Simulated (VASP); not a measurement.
## Be (relaxed from the simple-cubic structure, space group Pm-3m): computed properties

Level of theory: r2SCAN meta-GGA, VASP's PBE PAW potentials (set 64) (plane waves; VASP).

```
Quantity                                                               Value
----------------------------------  ----------------------------------------
space group                                                      Pm-3m (221)
cell                                 a = b = c = 2.172 Å, α = β = γ = 90.00°
volume per atom                                               10.25 Å^3/atom
band gap (over mesh and band path)  none (metal, semimetal or under 0.01 eV)
density                                                           1.46 g/cm³
```

Be has the cubic space group Pm-3m (No. 221), the simple cubic structure, Pearson symbol cP1. Lattice parameters: a = b = c = 2.1722 Å, α = β = γ = 90.00°. Be on 1a has 6 Be at 2.172 Å (octahedral). (Neighbours: up to the widest gap in distance over summed covalent radii, below 1.35, at either atom.)

The structure was generated: Be was put into the simple-cubic type (Pm-3m), which need not be its known phase. It was relaxed first, which changed the volume by +12 %. Symmetry was kept, so distortions that lower it aren't found.
